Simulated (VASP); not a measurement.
Input for VASP

**POSCAR**
```
B
1.0
  2.0321600000   0.0000000000   0.0000000000
 -1.0160800000   1.7599030000   0.0000000000
  0.0000000000   0.0000000000   3.2994030000
B
2
Direct
  0.3333330000   0.6666670000   0.2500000000
  0.6666670000   0.3333330000   0.7500000000
```

File KPOINTS:
```
Automatic mesh
0
Gamma
18 18 10
0 0 0
```

### INCAR
```
# general
SYSTEM=B
PREC  =Accurate
ENCUT =520
LREAL =.FALSE.
LASPH =.TRUE.

# electronic loop
EDIFF =1E-6
NELM  =100
ALGO  =Normal

# smearing
ISMEAR=1
SIGMA =0.1

# functional
GGA   =PS

# ions
IBRION=2
NSW   =60
ISIF  =3
EDIFFG=-0.01

# output
LWAVE =.FALSE.
LCHARG=.FALSE.
```

POTCAR, in this order: B (PBE.64 set). Program: vasp_std.

Translate this PBEsol calculation to Quantum ESPRESSO's pw.x.

One equivalent input (not run):
```
&CONTROL
  calculation = 'vc-relax'
  pseudo_dir = './pseudo'
  outdir = './out'
  tprnfor = .true.
  tstress = .true.
  nstep = 60
  forc_conv_thr = 0.00039
/
&SYSTEM
  ibrav = 0
  nat = 2
  ntyp = 1
  ecutwfc = 76
  occupations = 'smearing'
  smearing = 'methfessel-paxton'
  degauss = 0.00735
  input_dft = 'pbesol'
/
&ELECTRONS
  conv_thr = 7.3e-08
  electron_maxstep = 100
/
&IONS
/
&CELL
/
ATOMIC_SPECIES
  B 10.810 B.upf
CELL_PARAMETERS angstrom
     2.0321600    0.0000000    0.0000000
    -1.0160800    1.7599030    0.0000000
     0.0000000    0.0000000    3.2994030
ATOMIC_POSITIONS crystal
  B    0.3333330  0.6666670  0.2500000
  B    0.6666670  0.3333330  0.7500000
K_POINTS automatic
  18 18 10 0 0 0
```
The two are equivalent in intent, not identical: the potentials are each code's own (VASP's PAW set, PseudoDojo norm-conserving files in pw.x), so ENCUT and ecutwfc are chosen apart and not converted; conv_thr bounds pw.x's estimated SCF error, while EDIFF bounds the energy change between steps; forc_conv_thr acts on force components and is met together with etot_conv_thr.

The structure was generated: B was put into the hcp type (P6_3/mmc), which need not be its known phase. This run relaxes it. Symmetry was kept, so distortions that lower it aren't found.
